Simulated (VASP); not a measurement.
VASP input:

**POSCAR**
```
MnV
1.0
  2.9000000000   0.0000000000   0.0000000000
  0.0000000000   2.9000000000   0.0000000000
  0.0000000000   0.0000000000   2.9000000000
Mn V
1 1
Cartesian
  0.0000000000   0.0000000000   0.0000000000
  1.4500000000   1.4500000000   1.4500000000
```

### KPOINTS
```
Automatic mesh
0
Gamma
11 11 11
0 0 0
```

**INCAR**
```
SYSTEM = MnV
PREC = Accurate
ENCUT = 400
EDIFF = 1E-6
NELM = 100
ALGO = Normal
LREAL = .FALSE.
LASPH = .TRUE.
ISMEAR = 1
SIGMA = 0.1
GGA = PS
LMAXMIX = 4
ISPIN = 2
MAGMOM = 4.0 2.0
LORBIT = 10
LWAVE = .FALSE.
LCHARG = .FALSE.
IBRION = 2
ISIF = 3
NSW = 60
EDIFFG = -0.01
```

POTCAR, in this order: Mn_pv V_sv (PBE.64 set). Program: vasp_std.

**Question.** Translate this PBEsol calculation to Quantum ESPRESSO's pw.x.

**Answer.** One equivalent input (not run):
```
&CONTROL
  calculation = 'vc-relax'
  pseudo_dir = './pseudo'
  outdir = './out'
  tprnfor = .true.
  tstress = .true.
  nstep = 60
  forc_conv_thr = 0.00039
/
&SYSTEM
  ibrav = 0
  nat = 2
  ntyp = 2
  ecutwfc = 96
  occupations = 'smearing'
  smearing = 'methfessel-paxton'
  degauss = 0.00735
  input_dft = 'pbesol'
  nspin = 2
  starting_magnetization(1) = 0.4
  starting_magnetization(2) = 0.2
/
&ELECTRONS
  conv_thr = 7.3e-08
  electron_maxstep = 100
/
&IONS
/
&CELL
/
ATOMIC_SPECIES
  Mn 54.938 Mn.upf
  V 50.941 V.upf
CELL_PARAMETERS angstrom
     2.9000000    0.0000000    0.0000000
     0.0000000    2.9000000    0.0000000
     0.0000000    0.0000000    2.9000000
ATOMIC_POSITIONS crystal
  Mn   0.0000000  0.0000000  0.0000000
  V    0.5000000  0.5000000  0.5000000
K_POINTS automatic
  11 11 11 0 0 0
```
Limits of the translation: the potentials are each code's own (VASP's PAW set, PseudoDojo norm-conserving files in pw.x), so ENCUT and ecutwfc are chosen apart and not converted; conv_thr bounds pw.x's estimated SCF error, while EDIFF bounds the energy change between steps; starting_magnetization is a fraction of the valence charge and MAGMOM a moment in μB, so they match only roughly; forc_conv_thr acts on force components and is met together with etot_conv_thr.

The structure comes from a measured MnV entry (Pm-3m) of the Crystallography Open Database, whose conditions weren't checked. This run relaxes it. Symmetry was kept, so distortions that lower it aren't found.
